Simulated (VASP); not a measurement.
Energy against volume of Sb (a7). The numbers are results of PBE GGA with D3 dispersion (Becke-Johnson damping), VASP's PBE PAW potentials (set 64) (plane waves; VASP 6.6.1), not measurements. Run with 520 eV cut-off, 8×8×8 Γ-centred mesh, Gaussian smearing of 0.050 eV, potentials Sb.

Shape and ions are relaxed at each volume.

```
V (Å³/atom)  E (eV/atom)
-----------  -----------
28.950          -4.60103
29.845          -4.60460
30.741          -4.60064
31.636          -4.59103
```

Q: Fit these four points and predict the energy of the run at 28.055 Å³/atom.

A: A cubic in V^(−2/3), the third-order Birch-Murnaghan form, passes through the four points with V0 = 29.78 Å³/atom and B0 = 45 GPa, and gives -4.5876 eV/atom there. The run gave -4.5886 eV/atom, -1.0 meV/atom from the fit; all five points give B0 = 44 GPa.

The compound is Sb in the a7 structure. It was relaxed first.
